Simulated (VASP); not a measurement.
Method: MS2 meta-GGA, VASP's PBE PAW potentials (set 64) (plane waves; VASP).

VASP ran on this input.

File KPOINTS:
```
Automatic mesh
0
Gamma
8 8 8
0 0 0
```

POSCAR:
```
KCl
1
    0.0000000000     3.1520971582     3.1520971582
    3.1520971582     0.0000000000     3.1520971582
    3.1520971582     3.1520971582    -0.0000000000
K Cl
1 1
Direct
  0.0000000000   0.0000000000   0.0000000000
  0.5000000000   0.5000000000   0.5000000000
```

INCAR:
```
SYSTEM = KCl
PREC = Accurate; ENCUT = 520; LREAL = F
LASPH = T
EDIFF = 1E-7; NELM = 100; ALGO = Normal
LMIXTAU = T
ISMEAR = -5
METAGGA = MS2
ISIF = 2
LWAVE = F; LCHARG = F; LORBIT = 11
NEDOS = 601
```

**KPOINTS_OPT**
```
k-points along high-symmetry lines
10
Line-mode
Reciprocal
  0.000000   0.000000   0.000000 ! GAMMA
  0.500000   0.000000   0.500000 ! X

  0.500000   0.000000   0.500000 ! X
  0.625000   0.250000   0.625000 ! U

  0.375000   0.375000   0.750000 ! K
  0.000000   0.000000   0.000000 ! GAMMA

  0.000000   0.000000   0.000000 ! GAMMA
  0.500000   0.500000   0.500000 ! L

  0.500000   0.500000   0.500000 ! L
  0.500000   0.250000   0.750000 ! W

  0.500000   0.250000   0.750000 ! W
  0.500000   0.000000   0.500000 ! X
```

POTCAR, in this order: K_sv Cl (PBE.64 set). Program: vasp_std.

Q: What will the output report for the number of irreducible k-points (NKPTS), largest plane-wave count, number of space-group operations, FFT grid (NGX, NGY, NGZ)?

A: 
- number of irreducible k-points (NKPTS): 29
- largest plane-wave count: 1708
- number of space-group operations: 48
- FFT grid (NGX, NGY, NGZ): 36 × 36 × 36

The compound is KCl in the rock salt structure. It was relaxed first.
